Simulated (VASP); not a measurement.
Data:

```
MoSe
1.0
    3.14390     0.00000     0.00000
    0.00000     3.14390     0.00000
    0.00000     0.00000     3.14390
Mo Se
1 1
Direct
  0.00000   0.00000   0.00000
  0.50000   0.50000   0.50000
```

All values below come from PBE GGA, VASP's PBE PAW potentials (set 64) (plane waves; VASP). Numerical set-up: 400 eV cut-off, Gaussian smearing of 0.050 eV, potentials Mo_sv Se.

Task: Estimate the band gap (along the path) with the smallest direct gap where there is one.

Result: 
The band gap (along the path) is none (metal, semimetal or under 0.01 eV).

Total energies compare only between runs with the same potentials, cut-off and functional.

The structure was generated: MoSe was put into the CsCl type type (Pm-3m), which need not be its known phase. It was relaxed first, which changed the volume by -31 %.
